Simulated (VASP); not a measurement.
Input:

```xyz
1
Lattice="-1.6404 1.6404 1.6404 1.6404 -1.6404 1.6404 1.6404 1.6404 -1.6404" Properties=species:S:1:pos:R:3 pbc="T T T"
Ta     0.0000     0.0000     0.0000
```

These are optB88-vdW, VASP's PBE PAW potentials (set 64) (plane waves; VASP 6.6.1) values and carry that method's errors. Settings: 520 eV cut-off, 15×15×15 Γ-centred mesh, first-order Methfessel-Paxton smearing of 0.10 eV, potentials Ta_pv.

Question: Give the stress tensor in GPa (positive for a compressed cell).

Answer: 
```
5.87  0.00  0.00
0.00  5.87  0.00
0.00  0.00  5.87
```
The pressure is its mean diagonal, 5.87 GPa.

The compound is Ta in the bcc structure. This cell is one point of a volume scan, at 0.97 of the reference volume.
